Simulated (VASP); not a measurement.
Computed with vdW-DF2, VASP's PBE PAW potentials (set 64) (plane waves; VASP).

Input for VASP

INCAR:
```
# general
SYSTEM   = BaZrO3
PREC     = Accurate
ENCUT    = 520   # plane-wave cut-off (eV)
LREAL    = F
LASPH    = T   # aspherical one-centre terms

# electronic loop
EDIFF    = 1E-7
NELM     = 100
ALGO     = Normal
LMAXMIX  = 4   # l cut-off of mixed one-centre charges

# smearing
ISMEAR   = -5   # tetrahedra, Bloechl

# functional
GGA      = ML
LUSE_VDW = T
AGGAC    = 0.0
ZAB_VDW  = -1.8867

# ions
ISIF     = 2   # forces and stress, cell fixed

# output
LWAVE    = F
LCHARG   = T
LORBIT   = 11   # lm-projected
NEDOS    = 601   # DOS grid

# other
LEFG     = T
```

POSCAR:
```
BaZrO3
1
    4.2970745968     0.0000000000     0.0000000000
    0.0000000000     4.2970745968     0.0000000000
    0.0000000000     0.0000000000     4.2970745968
Ba Zr O
1 1 3
Direct
  0.0000000000   0.0000000000   0.0000000000
  0.5000000000   0.5000000000   0.5000000000
  0.5000000000   0.0000000000   0.5000000000
  0.0000000000   0.5000000000   0.5000000000
  0.5000000000   0.5000000000   0.0000000000
```

File KPOINTS:
```
Automatic mesh
0
Gamma
6 6 6
0 0 0
```

POTCAR, in this order: Ba_sv Zr_sv O (PBE.64 set). Program: vasp_std.

The run wrote:

**OUTCAR**
```
 ion  position               nearest neighbor table
   1  0.000  0.000  0.000-   3 3.04   4 3.04   5 3.04   3 3.04   4 3.04   4 3.04   5 3.04   4 3.04
                             3 3.04   5 3.04   3 3.04   5 3.04   2 3.72   2 3.72   2 3.72   2 3.72
   2  0.500  0.500  0.500-   3 2.15   4 2.15   5 2.15   5 2.15   3 2.15   4 2.15   1 3.72   1 3.72
                             1 3.72   1 3.72   1 3.72   1 3.72   1 3.72   1 3.72
   3  0.500  0.000  0.500-   2 2.15   2 2.15   1 3.04   1 3.04   1 3.04   1 3.04
   4  0.000  0.500  0.500-   2 2.15   2 2.15   1 3.04   1 3.04   1 3.04   1 3.04
   5  0.500  0.500  0.000-   2 2.15   2 2.15   1 3.04   1 3.04   1 3.04   1 3.04
  LATTYP: Found a simple cubic cell.
 ALAT       =     4.2970745968
 Subroutine PRICEL returns:
 Original cell was already a primitive cell.
 Subroutine GETGRP returns: Found 48 space group operations
The static configuration has the point symmetry O_h .
The dynamic configuration has the point symmetry O_h .
 Subroutine INISYM returns: Found 48 space group operations
 Subroutine IBZKPT returns following result:
 Found     20 irreducible k-points:

 Following reciprocal coordinates:
            Coordinates               Weight
  0.000000  0.000000  0.000000      1.000000
  0.166667  0.000000  0.000000      6.000000
  0.333333  0.000000  0.000000      6.000000
  0.500000  0.000000  0.000000      3.000000
...
```

**OSZICAR**
```
       N       E                     dE             d eps       ncg     rms          rms(c)
DAV:   1     0.345393552862E+03    0.34539E+03   -0.22468E+04   960   0.163E+03
DAV:   2    -0.215991546135E+02   -0.36699E+03   -0.36064E+03  1272   0.392E+02
DAV:   3    -0.419763018752E+02   -0.20377E+02   -0.20360E+02  1496   0.939E+01
DAV:   4    -0.425819779308E+02   -0.60568E+00   -0.60546E+00  1384   0.127E+01
DAV:   5    -0.425963860437E+02   -0.14408E-01   -0.14408E-01  1336   0.136E+00    0.269E+01
DAV:   6    -0.323590736866E+02    0.10237E+02   -0.68199E+01  1256   0.510E+01    0.114E+01
DAV:   7    -0.323346565963E+02    0.24417E-01   -0.53390E+00  1376   0.132E+01    0.666E+00
DAV:   8    -0.322966048423E+02    0.38052E-01   -0.50371E-01  1248   0.597E+00    0.742E-01
DAV:   9    -0.322957706069E+02    0.83424E-03   -0.71645E-02  1360   0.155E+00    0.530E-01
DAV:  10    -0.322975815821E+02   -0.18110E-02   -0.22204E-02  1256   0.134E+00    0.311E-01
DAV:  11    -0.322968192062E+02    0.76238E-03   -0.49393E-03  1240   0.545E-01    0.483E-02
DAV:  12    -0.322968527423E+02   -0.33536E-04   -0.28245E-04  1200   0.129E-01    0.406E-02
DAV:  13    -0.322968499492E+02    0.27931E-05   -0.43545E-05  1256   0.548E-02    0.324E-03
DAV:  14    -0.322968503216E+02   -0.37245E-06   -0.38654E-06  1472   0.133E-02    0.387E-03
DAV:  15    -0.322968503955E+02   -0.73901E-07   -0.23098E-07  1008   0.449E-03
   1 F= -.32296850E+02 E0= -.32296850E+02  d E =0.000000E+00
```

### OUTCAR
```
------------------------ aborting loop because EDIFF is reached ----------------------------------------
  FORCE on cell =-STRESS in cart. coord.  units (eV):
  Direction    XX          YY          ZZ          XY          YZ          ZX
  --------------------------------------------------------------------------------------
  Total        0.0714550      0.0714550      0.0714550     -0.0000000     -0.0000000      0.0000000
  in kB        1.4428609      1.4428609      1.4428609     -0.0000000     -0.0000000      0.0000000
  external PRESSURE =       1.4428609 kB  Pullay stress =       0.0000000 kB
  volume of cell :       79.34
      direct lattice vectors                 reciprocal lattice vectors
     4.297074597  0.000000000  0.000000000     0.232716463  0.000000000  0.000000000
     0.000000000  4.297074597  0.000000000     0.000000000  0.232716463  0.000000000
     0.000000000  0.000000000  4.297074597     0.000000000  0.000000000  0.232716463
 POSITION                                       TOTAL-FORCE (eV/Angst)
 -----------------------------------------------------------------------------------
      0.00000      0.00000      0.00000         0.000000      0.000000      0.000000
      2.14854      2.14854      2.14854         0.000000      0.000000      0.000000
      2.14854      0.00000      2.14854         0.000000      0.000000      0.000000
      0.00000      2.14854      2.14854         0.000000      0.000000      0.000000
      2.14854      2.14854      0.00000         0.000000      0.000000      0.000000
 -----------------------------------------------------------------------------------
    total drift:                                0.000000     -0.000000     -0.000000
  FREE ENERGIE OF THE ION-ELECTRON SYSTEM (eV)
  ---------------------------------------------------
  free  energy   TOTEN  =       -32.2968503955 eV

  energy  without entropy=      -32.2968503955  energy(sigma->0) =      -32.29685040

 total charge

# of ion       s       p       d       tot
------------------------------------------
    1        2.009   5.627   0.230   7.866
    2        2.177   6.055   1.306   9.538
    3        1.555   3.485   0.000   5.039
    4        1.555   3.485   0.000   5.039
    5        1.555   3.485   0.000   5.039
--------------------------------------------------
tot          8.849  22.137   1.536  32.523

 Electric field gradients after diagonalization (V/A^2)
 (convention: |V_zz| > |V_xx| > |V_yy|)
----------------------------------------------------------------------
 ion       V_xx      V_yy      V_zz     asymmetry (V_yy - V_xx)/ V_zz
----------------------------------------------------------------------
   1       0.000     0.000     0.000      -0.404
   2      -0.000     0.000    -0.000      -0.243
   3       4.864     4.864    -9.728       0.000
   4       4.864     4.864    -9.728       0.000
   5       4.864     4.864    -9.728       0.000
```
(Selected blocks of OUTCAR.)

The compound is BaZrO3 in the cubic perovskite structure. It was relaxed first, which changed the volume by +8 %.
